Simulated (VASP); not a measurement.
Output of a VASP run:

OUTCAR:
```
 ion  position               nearest neighbor table
   1  0.000  0.000  0.500-   3 3.00   4 3.00   4 3.00   3 3.00   4 3.00   3 3.00
   2  0.000  0.000  0.000-   3 3.00   4 3.00   4 3.00   3 3.00   4 3.00   3 3.00
   3  0.333  0.667  0.250-   1 3.00   2 3.00   1 3.00   2 3.00   1 3.00   2 3.00
   4  0.667  0.333  0.750-   1 3.00   2 3.00   1 3.00   2 3.00   1 3.00   2 3.00
  LATTYP: Found a hexagonal cell.
 ALAT       =     2.9783924423
 C/A-ratio  =     3.3022853335
 Subroutine PRICEL returns:
 Original cell was already a primitive cell.
 Subroutine GETGRP returns: Found 24 space group operations
The static configuration has the point symmetry D_3d.
 The point group associated with its full space group is D_6h.
The dynamic configuration has the point symmetry D_3d.
 Subroutine INISYM returns: Found 24 space group operations
 Subroutine IBZKPT returns following result:
 Found     38 irreducible k-points:

 Following reciprocal coordinates:
            Coordinates               Weight
  0.000000  0.000000  0.000000      1.000000
  0.083333  0.000000  0.000000      6.000000
  0.166667 -0.000000  0.000000      6.000000
  0.250000  0.000000  0.000000      6.000000
  0.333333  0.000000  0.000000      6.000000
  0.416667  0.000000  0.000000      6.000000
  0.500000  0.000000  0.000000      3.000000
  0.083333  0.083333  0.000000      6.000000
  0.166667  0.083333  0.000000     12.000000
  0.250000  0.083333  0.000000     12.000000
  0.333333  0.083333  0.000000     12.000000
  0.416667  0.083333  0.000000     12.000000
  0.166667  0.166667  0.000000      6.000000
  0.250000  0.166667  0.000000     12.000000
  0.333333  0.166667  0.000000     12.000000
  0.416667  0.166667  0.000000      6.000000
  0.250000  0.250000  0.000000      6.000000
  0.333333  0.250000  0.000000     12.000000
  0.333333  0.333333  0.000000      2.000000
  0.000000  0.000000  0.333333      2.000000
  0.083333  0.000000  0.333333     12.000000
  0.166667 -0.000000  0.333333     12.000000
  0.250000  0.000000  0.333333     12.000000
  0.333333  0.000000  0.333333     12.000000
  0.416667  0.000000  0.333333     12.000000
  0.500000  0.000000  0.333333      6.000000
  0.083333  0.083333  0.333333     12.000000
  0.166667  0.083333  0.333333     24.000000
  0.250000  0.083333  0.333333     24.000000
  0.333333  0.083333  0.333333     24.000000
  0.416667  0.083333  0.333333     24.000000
  0.166667  0.166667  0.333333     12.000000
  0.250000  0.166667  0.333333     24.000000
  0.333333  0.166667  0.333333     24.000000
  0.416667  0.166667  0.333333     12.000000
  0.250000  0.250000  0.333333     12.000000
  0.333333  0.250000  0.333333     24.000000
  0.333333  0.333333  0.333333      4.000000
   k-points           NKPTS =     38   k-points in BZ     NKDIM =     38   number of bands    NBANDS=     26
   number of dos      NEDOS =    301   number of ions     NIONS =      4
   total plane-waves  NPLWV =  41472
   dimension x,y,z NGX =    24 NGY =   24 NGZ =   72
   dimension x,y,z NGXF=    48 NGYF=   48 NGZF=  144
   ions per type =               4
   PREC   = accura    normal or accurate (medium, high low for compatibility)
   ISTART =      0    job   : 0-new  1-cont  2-samecut
   ICHARG =      2    charge: 1-file 2-atom 10-const
   ISPIN  =      1    spin polarized calculation?
   LNONCOLLINEAR =      F non collinear calculations
   LSORBIT =      F    spin-orbit coupling
   INIWAV =      1    electr: 0-lowe 1-rand  2-diag
   ENCUT  =  500.0 eV  36.75 Ry    6.06 a.u.   5.43  5.43 17.93*2*pi/ulx,y,z
   NELM   =    100;   NELMIN=  2; NELMDL= -5     # of ELM steps
   EDIFF  = 0.1E-05   stopping-criterion for ELM
   LREAL  =      F    real-space projection
   NLSPLINE    = F    spline interpolate recip. space projectors
   LMAXMIX     =    6 max onsite mixed and CHGCAR
   VOSKOWN=      0    Vosko Wilk Nusair interpolation
   EDIFFG = -.2E-01   stopping-criterion for IOM
   NSW    =     40    number of steps for IOM
...
```

File OSZICAR:
```
...
DAV:   2    -0.164069321309E+02    0.29975E-01   -0.11375E-01  3484   0.425E+00    0.449E-01
DAV:   3    -0.163992633595E+02    0.76688E-02   -0.34180E-02  3754   0.216E+00    0.109E-01
DAV:   4    -0.163993612860E+02   -0.97926E-04   -0.24441E-03  3502   0.424E-01    0.547E-02
DAV:   5    -0.163993774261E+02   -0.16140E-04   -0.53677E-04  3846   0.207E-01    0.377E-02
DAV:   6    -0.163993951815E+02   -0.17755E-04   -0.18383E-04  3694   0.108E-01    0.180E-02
DAV:   7    -0.163994011629E+02   -0.59814E-05   -0.75866E-05  3664   0.776E-02    0.846E-03
DAV:   8    -0.163994023640E+02   -0.12011E-05   -0.11734E-05  2968   0.315E-02    0.304E-03
DAV:   9    -0.163994026261E+02   -0.26217E-06   -0.22365E-06  1826   0.187E-02
   2 F= 0.49992231E+01 E0= 0.49991028E+01  d E =-.406822E-02
       N       E                     dE             d eps       ncg     rms          rms(c)
DAV:   1    -0.163892375815E+02    0.10165E-01   -0.76124E-03  3526   0.162E+00    0.648E-02
DAV:   2    -0.163891340592E+02    0.10352E-03   -0.38610E-04  3460   0.242E-01    0.266E-02
DAV:   3    -0.163891068256E+02    0.27234E-04   -0.11882E-04  3658   0.130E-01    0.632E-03
DAV:   4    -0.163891075568E+02   -0.73114E-06   -0.76075E-06  2354   0.270E-02
   3 F= 0.49992065E+01 E0= 0.49991042E+01  d E =-.408479E-02
       N       E                     dE             d eps       ncg     rms          rms(c)
DAV:   1    -0.163587082269E+02    0.30399E-01   -0.65239E-01  3482   0.159E+01    0.465E-01
DAV:   2    -0.163523763255E+02    0.63319E-02   -0.25867E-02  3594   0.188E+00    0.224E-01
DAV:   3    -0.163502681283E+02    0.21082E-02   -0.98967E-03  3718   0.111E+00    0.535E-02
DAV:   4    -0.163503007343E+02   -0.32606E-04   -0.54932E-04  3502   0.232E-01    0.269E-02
DAV:   5    -0.163503121464E+02   -0.11412E-04   -0.62461E-05  3808   0.742E-02    0.124E-02
DAV:   6    -0.163503124409E+02   -0.29448E-06   -0.15001E-05  2716   0.430E-02    0.288E-03
DAV:   7    -0.163503129008E+02   -0.45987E-06   -0.28151E-06  1902   0.215E-02
   4 F= 0.49973112E+01 E0= 0.49973419E+01  d E =-.189533E-02
       N       E                     dE             d eps       ncg     rms          rms(c)
DAV:   1    -0.163487577660E+02    0.15547E-02   -0.10111E-03  3560   0.618E-01    0.189E-02
DAV:   2    -0.163487470508E+02    0.10715E-04   -0.40157E-05  3470   0.761E-02    0.902E-03
DAV:   3    -0.163487433672E+02    0.36836E-05   -0.12065E-05  2550   0.443E-02    0.198E-03
DAV:   4    -0.163487435446E+02   -0.17739E-06   -0.16349E-06  1538   0.217E-02
   5 F= 0.49973036E+01 E0= 0.49973497E+01  d E =-.190285E-02
       N       E                     dE             d eps       ncg     rms          rms(c)
DAV:   1    -0.163053255497E+02    0.43418E-01   -0.61774E-02  3286   0.398E+00    0.233E-01
DAV:   2    -0.163042074286E+02    0.11181E-02   -0.45825E-03  3340   0.864E-01    0.857E-02
DAV:   3    -0.163039501298E+02    0.25730E-03   -0.11392E-03  3424   0.400E-01    0.197E-02
DAV:   4    -0.163039538855E+02   -0.37557E-05   -0.93393E-05  3626   0.957E-02    0.872E-03
DAV:   5    -0.163039570125E+02   -0.31269E-05   -0.18901E-05  3368   0.364E-02    0.722E-03
DAV:   6    -0.163039586387E+02   -0.16262E-05   -0.46371E-06  2176   0.259E-02    0.337E-03
DAV:   7    -0.163039598615E+02   -0.12229E-05   -0.21048E-06  1780   0.228E-02    0.908E-04
DAV:   8    -0.163039596425E+02    0.21900E-06   -0.63199E-07  1432   0.217E-02
   6 F= 0.49970380E+01 E0= 0.49970592E+01  d E =-.265686E-03
```

### OUTCAR
```
------------------------ aborting loop because EDIFF is reached ----------------------------------------
  FORCE on cell =-STRESS in cart. coord.  units (eV):
  Direction    XX          YY          ZZ          XY          YZ          ZX
  --------------------------------------------------------------------------------------
  Total       21.2957116     21.2957845     21.2692665      0.0000000     -0.0000000     -0.0000000
  in kB      449.8883300    449.8898700    449.3296562      0.0000000     -0.0000000     -0.0000000
  external PRESSURE =      -0.2973813 kB  Pullay stress =     450.0000000 kB
  volume of cell :       75.84
      direct lattice vectors                 reciprocal lattice vectors
     1.498746122 -2.595908873  0.000000000     0.333612206 -0.192610767 -0.000000000
     1.498746122  2.595908873  0.000000000     0.333612206  0.192610767 -0.000000000
     0.000000000  0.000000000  9.746540711    -0.000000000  0.000000000  0.102600505
 POSITION                                       TOTAL-FORCE (eV/Angst)
 -----------------------------------------------------------------------------------
      1.49875      2.59591      4.87327         0.000000     -0.000000      0.000000
      1.49875      2.59591      0.00000         0.000000     -0.000000      0.000000
      1.49875      0.86530      2.43664         0.000000     -0.000000      0.000000
      1.49875     -0.86530      7.30991        -0.000000      0.000000     -0.000000
 -----------------------------------------------------------------------------------
    total drift:                               -0.000000     -0.000000      0.000000
  FREE ENERGIE OF THE ION-ELECTRON SYSTEM (eV)
  ---------------------------------------------------
  free  energy   TOTEN  =       -16.3039596425 eV

  energy  without entropy=      -16.3038959893  energy(sigma->0) =      -16.30393842
  enthalpy is  TOTEN    =         4.9970379581 eV   P V=       21.3009976006

 reached required accuracy - stopping structural energy minimisation
```
(Selected blocks of OUTCAR.)

POSCAR:
```
La
1
    1.4891953486    -2.5793640212     0.0000000000
    1.4891953486     2.5793640212    -0.0000000000
    0.0000000000    -0.0000000000     9.8355016795
La
4
Direct
  0.0000000000   0.0000000000   0.5000000000
  0.0000000000   0.0000000000   0.0000000000
  0.3333330000   0.6666670000   0.2500000000
  0.6666670000   0.3333330000   0.7500000000
```

Reconstruct the remaining input files.

One answer among several that fit: the input of the run itself, PBEsol GGA, plane waves, VASP's PBE PAW potentials (set 64).

INCAR:
```
! general
SYSTEM  = La
PREC    = Accurate
ENCUT   = 500
LREAL   = .False.
LASPH   = .True.

! electronic loop
EDIFF   = 1E-6
NELM    = 100
ALGO    = Normal
LMAXMIX = 6

! smearing
ISMEAR  = 1
SIGMA   = 0.1

! functional
GGA     = PS

! ions
IBRION  = 2
NSW     = 40
ISIF    = 3
EDIFFG  = -0.02
PSTRESS = 450

! output
LWAVE   = .False.
LCHARG  = .False.
```

### KPOINTS
```
Automatic mesh
0
Gamma
 12 12 3
0 0 0
```

POTCAR, in this order: La (PBE.64 set). Program: vasp_std.

The compound is La in the dhcp structure. This run relaxes it under an external pressure of 45 GPa. Symmetry was kept, so distortions that lower it aren't found.
